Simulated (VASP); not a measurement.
Set up this calculation in VASP 6.6.1, as the native input.

```
Task                   : band structure
Functional             : PBEsol
Potentials or basis    : VASP PAW PBE potentials, release 64 (Co, Pt, O)
Cutoff                 : 520 eV
k mesh                 : 15 × 15 × 15
Occupations            : methfessel-paxton, width 0.1 eV
Spin                   : no spin polarisation
Further INCAR settings : ALGO = Fast; EDIFF = 1e-06; NBANDS = 24
```

The structure of CoPtO2 lies in POSCAR:

```
CoPtO2                                  
1.0
    1.4035184909      0.8103217800      5.9088920014
   -1.4035184909      0.8103217800      5.9088920014
    0.0000000000     -1.6206435502      5.9088920014
  Co              Pt              O             
     1     1     2
Direct
     0.5000000000000000    0.5000000000000000    0.5000000000000000
     0.0000000000000000    0.0000000000000000    0.0000000000000000
     0.8877985031883497    0.8877985031883497    0.8877985031883426
     0.1122014968116503    0.1122014968116503    0.1122014968116574
```

The cell is a database's computed one.

One way to write it, as run:

INCAR

```
SYSTEM = CoPtO2
ALGO = Fast ; EDIFF = 1E-6
ENCUT = 520 ; GGA = PS
ICORELEVEL = 1 ; ISIF = 2
ISMEAR = 1 ; KPAR = 2
LASPH = .TRUE. ; LCHARG = .FALSE.
LMAXMIX = 4 ; LREAL = .FALSE.
LWAVE = .FALSE. ; NBANDS = 24
NELM = 80 ; PREC = Accurate
SIGMA = 0.1
```

KPOINTS

```
k-points
0
G
  15 15 15
  0 0 0
```

KPOINTS_OPT

```
explicit points
188
Reciprocal
 0.0000000000  0.0000000000  0.0000000000 1
 0.0263157895  0.0000000000  0.0000000000 1
 0.0526315789  0.0000000000  0.0000000000 1
 0.0789473684  0.0000000000  0.0000000000 1
 0.1052631579  0.0000000000  0.0000000000 1
 0.1315789474  0.0000000000  0.0000000000 1
[... 180 lines left out ...]
 0.6603845015  0.6603845015  0.1792309970 1
 0.6603845015  0.3396154985  0.0000000000 1
```

Potentials or basis: VASP PAW PBE potentials, release 64 (Co, Pt, O).

Launch:

```sh
$ cat potpaw_PBE.64/Co/POTCAR potpaw_PBE.64/Pt/POTCAR potpaw_PBE.64/O/POTCAR > POTCAR
$ mpirun -np 2 vasp_std > vasp.out
```

It gave:

```
Pressure                : 0.1 GPa
Band gap along the path : none (metal or under the smearing width)
```

Caveat: the PAW data sets were made with another functional, which shifts forces and pressure a little; spin-orbit coupling is left out, which moves the levels of the heavy elements; an odd number of electrons without spin polarisation forces a metal; a magnetic or distorted state may lie lower; the run has no spin polarisation, though such a crystal can be magnetic; semilocal functionals often make such compounds metallic where correlation or magnetic order opens a gap, which also shifts bond lengths.

It took 16 min on 2 MPI ranks on Intel(R) Xeon(R) Platinum 8488C (Sapphire Rapids), on a shared host, peak memory 0.72 GiB a rank.
